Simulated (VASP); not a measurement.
These are PBE GGA, VASP's PBE PAW potentials (set 64) (plane waves; VASP) values and carry that method's errors.

VASP input:

### POSCAR
```
Cl
1
    2.2285760000    -3.1040880000     0.0000000000
    2.2285760000     3.1040880000     0.0000000000
    0.0000000000     0.0000000000     8.2178740000
Cl
4
Direct
  0.8770000000   0.8770000000   0.8970000000
  0.6230000000   0.6230000000   0.3970000000
  0.3770000000   0.3770000000   0.6030000000
  0.1230000000   0.1230000000   0.1030000000
```

**KPOINTS**
```
Regular mesh
0
gamma
7 7 4
0 0 0
```

### INCAR
```
# general
SYSTEM  =  Cl
PREC    =  Accurate
ENCUT   =  300
LREAL   =  .False.   # projection in real space or not
LASPH   =  .True.   # aspherical one-centre terms

# electronic loop
EDIFF   =  1E-6
NELM    =  100
ALGO    =  Normal   # blocked Davidson

# smearing
ISMEAR  =  0
SIGMA   =  0.5

# functional
GGA     =  PE   # PBE

# ions
ISIF    =  2

# output
LWAVE   =  .False.
LCHARG  =  .False.
```

POTCAR, in this order: Cl (PBE.64 set). Program: vasp_std.

The run wrote:

File OSZICAR:
```
       N       E                     dE             d eps       ncg     rms          rms(c)
DAV:   1     0.155459418576E+03    0.15546E+03   -0.93358E+03  1728   0.851E+02
DAV:   2     0.182631740446E+01   -0.15363E+03   -0.15149E+03  2522   0.204E+02
DAV:   3    -0.765591321136E+01   -0.94822E+01   -0.94579E+01  2014   0.621E+01
DAV:   4    -0.777232425845E+01   -0.11641E+00   -0.11635E+00  2210   0.798E+00
DAV:   5    -0.777379960015E+01   -0.14753E-02   -0.14752E-02  2020   0.885E-01    0.157E+01
DAV:   6    -0.741680123117E+01    0.35700E+00   -0.25630E-01  1880   0.337E+00    0.103E+01
DAV:   7    -0.730737039356E+01    0.10943E+00   -0.56511E-01  1880   0.487E+00    0.869E-01
DAV:   8    -0.729441011136E+01    0.12960E-01   -0.69996E-02  1822   0.187E+00    0.404E-01
DAV:   9    -0.729458034914E+01   -0.17024E-03   -0.17153E-03  2144   0.287E-01    0.814E-02
DAV:  10    -0.729470544049E+01   -0.12509E-03   -0.17201E-04  2136   0.934E-02    0.660E-02
DAV:  11    -0.729471124018E+01   -0.57997E-05   -0.49090E-05  1882   0.453E-02    0.887E-03
DAV:  12    -0.729471288514E+01   -0.16450E-05   -0.51791E-06  1972   0.162E-02    0.465E-03
DAV:  13    -0.729471349268E+01   -0.60754E-06   -0.77269E-07  1048   0.685E-03
   1 F= -.72947135E+01 E0= -.72945280E+01  d E =-.370939E-03
```

**OUTCAR**
```
------------------------ aborting loop because EDIFF is reached ----------------------------------------
  FORCE on cell =-STRESS in cart. coord.  units (eV):
  Direction    XX          YY          ZZ          XY          YZ          ZX
  --------------------------------------------------------------------------------------
  Total       -0.1483217      0.6332654     -0.4533036      0.0000000      0.0000000      0.0000000
  in kB       -2.0900870      8.9237084     -6.3877633      0.0000000      0.0000000      0.0000000
  external PRESSURE =       0.1486194 kB  Pullay stress =       0.0000000 kB
  volume of cell :      113.70
      direct lattice vectors                 reciprocal lattice vectors
     2.228576000 -3.104088000  0.000000000     0.224358514 -0.161077908  0.000000000
     2.228576000  3.104088000  0.000000000     0.224358514  0.161077908  0.000000000
     0.000000000  0.000000000  8.217874000     0.000000000  0.000000000  0.121685974
 POSITION                                       TOTAL-FORCE (eV/Angst)
 -----------------------------------------------------------------------------------
      3.90892      0.00000      7.37143         0.110225      0.000000      0.079882
      2.77681      0.00000      3.26250        -0.110225      0.000000      0.079882
      1.68035      0.00000      4.95538         0.110225      0.000000     -0.079882
      0.54823      0.00000      0.84644        -0.110225      0.000000     -0.079882
 -----------------------------------------------------------------------------------
    total drift:                                0.000000      0.000000      0.000000
  FREE ENERGIE OF THE ION-ELECTRON SYSTEM (eV)
  ---------------------------------------------------
  free  energy   TOTEN  =        -7.2947134927 eV

  energy  without entropy=       -7.2943425537  energy(sigma->0) =       -7.29452802
```
(Selected blocks of OUTCAR.)

At this cut-off the stress carries a Pulay error, which pulls relaxed volumes low.

The structure is a typed Cl crystal. The cell was not relaxed at this level. The run is one of a series of settings (SIGMA = 0.5 against the base run), some of them coarse on purpose.
